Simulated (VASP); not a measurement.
# VSi (relaxed from the WC structure, space group P-6m2): computed properties

Level of theory: PBEsol GGA, VASP's PBE PAW potentials (set 64) (plane waves; VASP).

- space group: P-6m2 (187)
- cell: a = 2.761 Å, b = 2.761 Å, c = 3.880 Å, α = 90.00°, β = 90.00°, γ = 120.00°
- volume per atom: 12.81 Å³/atom
- band gap (over mesh and band path): none (metal, semimetal or under 0.01 eV)
- band gap with spin-orbit coupling: none (metallic)
- density: 5.12 g/cm³

```
CELL_PARAMETERS angstrom
      2.76105     0.00000     0.00000
     -1.38052     2.39114     0.00000
      0.00000     0.00000     3.88009
ATOMIC_POSITIONS crystal
  V  0.00000 0.00000 0.00000
  Si 0.66667 0.33333 0.50000
```

The structure was generated: VSi was put into the WC type (P-6m2), which need not be its known phase. It was relaxed first, which changed the volume by -15 %. Symmetry was kept, so distortions that lower it aren't found.
